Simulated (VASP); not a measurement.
Computed with PBEsol GGA, VASP's PBE PAW potentials (set 64) (plane waves; VASP).

Input for VASP

**INCAR**
```
ALGO=Normal
EDIFF=1E-7
ENCUT=520
GGA=PS
ISIF=2
ISMEAR=1
LASPH=.TRUE.
LCHARG=.FALSE.
LMAXMIX=4
LREAL=.FALSE.
LWAVE=.FALSE.
NELM=100
PREC=Accurate
SIGMA=0.1
SYSTEM=SrVO3
```

File POSCAR:
```
SrVO3
1
    3.8155536819     0.0000000000     0.0000000000
    0.0000000000     3.8155536819     0.0000000000
    0.0000000000     0.0000000000     3.8155536819
Sr V O
1 1 3
Direct
  0.0000000000   0.0000000000   0.0000000000
  0.5000000000   0.5000000000   0.5000000000
  0.5000000000   0.0000000000   0.5000000000
  0.0000000000   0.5000000000   0.5000000000
  0.5000000000   0.5000000000   0.0000000000
```

KPOINTS:
```
Regular mesh
0
Gamma
8 8 8
0 0 0
```

POTCAR, in this order: Sr_sv V_sv O (PBE.64 set). Program: vasp_std.

What does the run give for the energy per atom (σ→0), band gap (on the k-mesh)?

energy per atom (σ→0): -8.277 eV/atom
band gap (on the k-mesh): none (metal, semimetal or under 0.01 eV)

File OSZICAR:
```
...
DAV:  10    -0.413853633116E+02    0.84925E-02   -0.83674E-02  1864   0.287E+00    0.350E-01
DAV:  11    -0.413842743316E+02    0.10890E-02   -0.79987E-03  1896   0.748E-01    0.964E-02
DAV:  12    -0.413843321880E+02   -0.57856E-04   -0.38660E-04  2272   0.165E-01    0.997E-02
DAV:  13    -0.413843044035E+02    0.27784E-04   -0.21287E-04  1936   0.136E-01    0.130E-02
DAV:  14    -0.413843052383E+02   -0.83476E-06   -0.15542E-05  2280   0.266E-02    0.965E-03
DAV:  15    -0.413843044542E+02    0.78414E-06   -0.42427E-06  1864   0.136E-02    0.696E-03
DAV:  16    -0.413843044397E+02    0.14405E-07   -0.68054E-07  1888   0.781E-03
   1 F= -.41384304E+02 E0= -.41383502E+02  d E =-.240602E-02
```

The compound is SrVO3 in the cubic perovskite structure. It was relaxed first. The run is not spin-polarised, so no magnetic state was tried. The electron count is odd and the run is not spin-polarised, which forces a metal.
